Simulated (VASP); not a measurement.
A convergence study with VASP on VN (rock salt): a few settings are varied, all else stays as given below, so the limit is that of these other settings.

```
CELL_PARAMETERS angstrom
      0.00000     2.07000     2.07000
      2.07000     0.00000     2.07000
      2.07000     2.07000     0.00000
ATOMIC_POSITIONS crystal
  V  0.00000 0.00000 0.00000
  N  0.50000 0.50000 0.50000
```

Calculation: PBE GGA, VASP's PBE PAW potentials (set 64) (plane waves; VASP). The last row used: 700 eV cut-off, 23×23×23 Γ-centred mesh, second-order Methfessel-Paxton smearing of 0.40 eV, potentials V_sv N.

| setting | E (eV/atom) | pressure (GPa) | irreducible k-points |
|---|---|---|---|
| ISMEAR = -1, SIGMA = 0.01, 8×8×8 mesh | -9.6483 | -4.64 | 29 |
| ISMEAR = -1, SIGMA = 0.1, 8×8×8 mesh | -9.6515 | -4.30 | 29 |
| ISMEAR = 0, SIGMA = 0.01, 8×8×8 mesh | -9.6482 | -4.63 | 29 |
| ISMEAR = 0, SIGMA = 0.1, 8×8×8 mesh | -9.6494 | -4.62 | 29 |
| ISMEAR = 1, SIGMA = 0.01, 8×8×8 mesh | -9.6482 | -4.63 | 29 |
| ISMEAR = 1, SIGMA = 0.2, 8×8×8 mesh | -9.6499 | -4.69 | 29 |
| ISMEAR = 2, SIGMA = 0.05, 8×8×8 mesh | -9.6483 | -4.65 | 29 |
| ISMEAR = 2, SIGMA = 0.2, 8×8×8 mesh | -9.6495 | -4.68 | 29 |
| ISMEAR = -1, SIGMA = 0.01, 17×17×17 mesh | -9.6502 | -4.68 | 165 |
| ISMEAR = -1, SIGMA = 0.2, 17×17×17 mesh | -9.6511 | -2.97 | 165 |
| ISMEAR = 0, SIGMA = 0.01, 17×17×17 mesh | -9.6501 | -4.68 | 165 |
| ISMEAR = 0, SIGMA = 0.2, 17×17×17 mesh | -9.6510 | -4.43 | 165 |
| ISMEAR = 1, SIGMA = 0.01, 17×17×17 mesh | -9.6501 | -4.68 | 165 |
| ISMEAR = 1, SIGMA = 0.4, 17×17×17 mesh | -9.6517 | -4.79 | 165 |
| ISMEAR = 2, SIGMA = 0.05, 17×17×17 mesh | -9.6502 | -4.68 | 165 |
| ISMEAR = 2, SIGMA = 0.4, 17×17×17 mesh | -9.6517 | -4.75 | 165 |
| ISMEAR = -1, SIGMA = 0.05, 23×23×23 mesh | -9.6514 | -4.60 | 364 |
| ISMEAR = -1, SIGMA = 0.2, 23×23×23 mesh | -9.6511 | ? | 364 |
| ISMEAR = 0, SIGMA = 0.05, 23×23×23 mesh | -9.6512 | -4.69 | 364 |
| ISMEAR = 0, SIGMA = 0.2, 23×23×23 mesh | ? | ? | 364 |
| ISMEAR = 1, SIGMA = 0.05, 23×23×23 mesh | -9.6511 | -4.70 | 364 |
| ISMEAR = 1, SIGMA = 0.4, 23×23×23 mesh | -9.6518 | -4.80 | 364 |
| ISMEAR = 2, SIGMA = 0.1, 23×23×23 mesh | -9.6512 | -4.70 | 364 |
| ISMEAR = 2, SIGMA = 0.4, 23×23×23 mesh | -9.6520 | -4.77 | 364 |

Q: Fill in the missing entries.

A: 
- ISMEAR = -1, SIGMA = 0.2, 23×23×23 mesh, pressure (GPa): -2.98
- ISMEAR = 0, SIGMA = 0.2, 23×23×23 mesh, E (eV/atom): -9.6516
- ISMEAR = 0, SIGMA = 0.2, 23×23×23 mesh, pressure (GPa): -4.46

VASP warned of too few bands at ISMEAR = -1, SIGMA = 0.01, 8×8×8 mesh; ISMEAR = -1, SIGMA = 0.1, 8×8×8 mesh; ISMEAR = 0, SIGMA = 0.01, 8×8×8 mesh; ISMEAR = 0, SIGMA = 0.1, 8×8×8 mesh; ISMEAR = 1, SIGMA = 0.01, 8×8×8 mesh; ISMEAR = 1, SIGMA = 0.2, 8×8×8 mesh; ISMEAR = 2, SIGMA = 0.05, 8×8×8 mesh; ISMEAR = 2, SIGMA = 0.2, 8×8×8 mesh; ISMEAR = -1, SIGMA = 0.01, 17×17×17 mesh; ISMEAR = -1, SIGMA = 0.2, 17×17×17 mesh; ISMEAR = 0, SIGMA = 0.01, 17×17×17 mesh; ISMEAR = 0, SIGMA = 0.2, 17×17×17 mesh; ISMEAR = 1, SIGMA = 0.01, 17×17×17 mesh; ISMEAR = 1, SIGMA = 0.4, 17×17×17 mesh; ISMEAR = 2, SIGMA = 0.05, 17×17×17 mesh; ISMEAR = 2, SIGMA = 0.4, 17×17×17 mesh; ISMEAR = -1, SIGMA = 0.05, 23×23×23 mesh; ISMEAR = -1, SIGMA = 0.2, 23×23×23 mesh; ISMEAR = 0, SIGMA = 0.05, 23×23×23 mesh; ISMEAR = 0, SIGMA = 0.2, 23×23×23 mesh; ISMEAR = 1, SIGMA = 0.05, 23×23×23 mesh; ISMEAR = 1, SIGMA = 0.4, 23×23×23 mesh; ISMEAR = 2, SIGMA = 0.1, 23×23×23 mesh; ISMEAR = 2, SIGMA = 0.4, 23×23×23 mesh.

Left out are rungs that failed or repeat a setting and relaxations that didn't move; long series are thinned to 24 rows.

The compound is VN in the rock salt structure, which distorts at low temperature. The cell was not relaxed at this level. The run is not spin-polarised, so no magnetic state was tried. VASP warned that the highest band is occupied, so more bands are needed.
